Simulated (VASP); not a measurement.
Set up this calculation in VASP 6.6.1, as the native input.

```
Task                   : relaxation of cell and atoms
Functional             : PBE
Potentials or basis    : VASP PAW PBE potentials, release 64 (Cd, Te)
Cutoff                 : 350 eV
k mesh                 : 8 × 8 × 8
Occupations            : gaussian, width 0.02 eV
Spin                   : no spin polarisation
Further INCAR settings : ALGO = Normal; EDIFF = 1e-07; IBRION = 2; EDIFFG = -0.002; NSW = 80; ISIF = 3
```

The structure of CdTe lies in POSCAR:

```
CdTe                                    
1.0
   -0.0000000000      3.3080088770      3.3080088770
    3.3080088770      0.0000000000      3.3080088770
    3.3080088770      3.3080088770      0.0000000000
  Cd              Te            
     1     1
Direct
     0.0000000000000000    0.0000000000000000    0.0000000000000000
     0.2500000000000000    0.2500000000000000    0.2500000000000000
```

These files were run (other wordings do the same):

INCAR

```
PREC = Accurate ; ENCUT = 350
EDIFF = 1E-7 ; ISMEAR = 0
SIGMA = 0.02 ; LREAL = F
LASPH = T ; NELM = 80
ALGO = Normal ; ISIF = 3
LWAVE = F ; LCHARG = F
GGA = PE ; IBRION = 2
NSW = 80 ; EDIFFG = -0.002
```

KPOINTS

```
Automatic mesh
0
Gamma
  8 8 8
```

Potentials or basis: VASP PAW PBE potentials, release 64 (Cd, Te).

Command:

```bash
$ cat potpaw_PBE.64/Cd/POTCAR potpaw_PBE.64/Te/POTCAR > POTCAR
$ mpirun -np 1 vasp_std > vasp.out
```

Results of the run:

| Item | Value |
| --- | --- |
| Relaxed volume | 36.05 Å³/atom |
| Relaxed cell | a = 4.672 Å, b = 4.672 Å, c = 4.672 Å, α = 60.00°, β = 60.00°, γ = 60.00° |
| Space group after relaxing (to 0.05 Å) | F-43m (No. 216) |
| Energy gained by relaxing | 0.1 meV/atom |
| Ionic steps | 3 |
| Pressure after relaxing | 0.0 GPa |
| Band gap on the k mesh | 0.59 eV, direct |

Caveat: spin-orbit coupling is left out, which moves the levels of the heavy elements.

Run time: 37 s on 1 thread of Intel(R) Xeon(R) Platinum 8259CL CPU @ 2.50GHz (Skylake/Cascade Lake), with other jobs on the host, peak memory 0.17 GiB.
